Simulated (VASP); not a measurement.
The system is Al3InN4.

```
Al In N
1.0
     3.41292    0.00000    0.00000
     0.00000    3.41292    0.00000
     0.00000    0.00000    9.67597
Al In N
3 1 4
Cartesian
  1.7065 1.7065 2.4311
  0.0000 0.0000 0.0000
  1.7065 1.7065 7.2449
  0.0000 0.0000 4.8380
  0.0000 0.0000 2.4642
  1.7065 1.7065 0.0000
  0.0000 0.0000 7.2118
  1.7065 1.7065 4.8380
```

The cell was built by a generator and needn't be a form met in nature.

| Property | Result |
| --- | --- |
| Program | VASP 6.6.1 |
| Task | relaxation of cell and atoms |
| Functional | PBE |
| Potentials or basis | VASP PAW PBE potentials, release 64 (Al, In_d, N) |
| Cutoff | 520 eV |
| k mesh | 4 × 4 × 2 |
| Occupations | gaussian, width 0.15 eV |
| Spin | no spin polarisation |

At the start: pressure -35.0 GPa; volume 14.09 Å³/atom.

Q: How do energy, volume and symmetry change on relaxing?

A: Over 10 steps the energy falls by 744.0 meV/atom and the volume is 9.80 Å³/atom (-30.5 %); space group P4/mmm (No. 123, to 0.05 Å).

The path:
```csv
step,energy change (eV),largest force (eV/Å),pressure (GPa),volume (Å³)
1,0.0000,1.0818,-35.01,112.71
2,-4.5096,3.2095,35.28,69.58
3,-5.3259,2.6052,0.20,78.44
4,-5.3244,2.6397,2.73,77.84
5,-5.7236,1.5449,4.60,76.45
6,-5.7282,1.6399,5.23,76.28
7,-5.9374,0.4365,-2.17,79.09
8,-5.9377,0.3830,-2.54,79.21
9,-5.9440,0.3007,1.88,77.75
10,-5.9521,0.0172,-0.01,78.37
```

Final structure:
```
CELL_PARAMETERS angstrom
3.04595 0.00000 0.00000
0.00000 3.04595 0.00000
0.00000 0.00000 8.44701
ATOMIC_POSITIONS crystal
Al 0.50000 0.50000 0.23246
Al 0.00000 0.00000 0.00000
Al 0.50000 0.50000 0.76754
In 0.00000 0.00000 0.50000
N 0.00000 0.00000 0.23012
N 0.50000 0.50000 0.00000
N 0.00000 0.00000 0.76988
N 0.50000 0.50000 0.50000
```

Caveat: the k mesh is coarse (spacing up to 0.46 Å⁻¹), so the values aren't converged; the volume moved by over 15 % at a fixed basis, so the end points are rough.
